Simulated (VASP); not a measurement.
Input:

```xyz
2
Lattice="0.0000 3.3526 3.3526 3.3526 0.0000 3.3526 3.3526 3.3526 0.0000" Properties=species:S:1:pos:R:3 pbc="T T T"
K      0.0000     0.0000     0.0000
Br     3.3526     3.3526     3.3526
```

Computed with PW91 GGA, VASP's PBE PAW potentials (set 64) (plane waves; VASP). Numerical set-up: 520 eV cut-off, 8×8×8 Γ-centred mesh, tetrahedra with Blöchl corrections, potentials K_sv Br.

Predict the energy per atom (σ→0), band gap (on the k-mesh) with the smallest direct gap where there is one.

band gap (on the k-mesh): 4.34 eV
smallest direct gap (on the k-mesh): 4.34 eV
energy per atom (σ→0): -303.1 kJ/mol-atom

Total energies compare only between runs with the same potentials, cut-off and functional.

The compound is KBr in the rock salt structure. It was relaxed first.
